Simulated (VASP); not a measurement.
Given:

```xyz
2
Lattice="-2.9150 2.9150 1.5900 2.9150 -2.9150 1.5900 2.9150 2.9150 -1.5900" Properties=species:S:1:pos:R:3 pbc="T T T"
Sn     2.9150     0.0000     0.7950
Sn     0.0000     0.0000     0.0000
```

Method: PBE GGA, VASP's PBE PAW potentials (set 64) (plane waves; VASP). Run with 400 eV cut-off, 12×12×12 Γ-centred mesh, first-order Methfessel-Paxton smearing of 0.10 eV, potentials Sn_d.

Give the stress tensor in GPa (positive for a compressed cell).

```
2.67  0.00  0.00
0.00  2.67  0.00
0.00  0.00  2.31
```
The pressure is its mean diagonal, 2.55 GPa.

The compound is Sn in the beta structure. The cell was not relaxed at this level.
